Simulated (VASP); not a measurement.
Data:

```
CdF2
1.0
    0.00000     2.68405     2.68405
    2.68405     0.00000     2.68405
    2.68405     2.68405     0.00000
Cd F
1 2
Cartesian
  0.00000   0.00000   0.00000
  1.34203   1.34203   1.34203
  4.02608   4.02608   4.02608
```

All values below come from LDA (Ceperley-Alder, Perdew-Zunger), VASP's LDA PAW potentials (set 64) (plane waves; VASP). Run with 520 eV cut-off, 7×7×7 Γ-centred mesh, Gaussian smearing of 0.050 eV, potentials Cd F.

Task: Give the stress tensor in GPa (positive for a compressed cell).

Result: 
```
-3.55   0.00   0.00
 0.00  -3.55   0.00
 0.00   0.00  -3.55
```
The pressure is its mean diagonal, -3.55 GPa.

The compound is CdF2 in the fluorite structure. This cell is one point of a volume scan, at 1.03 of the reference volume.
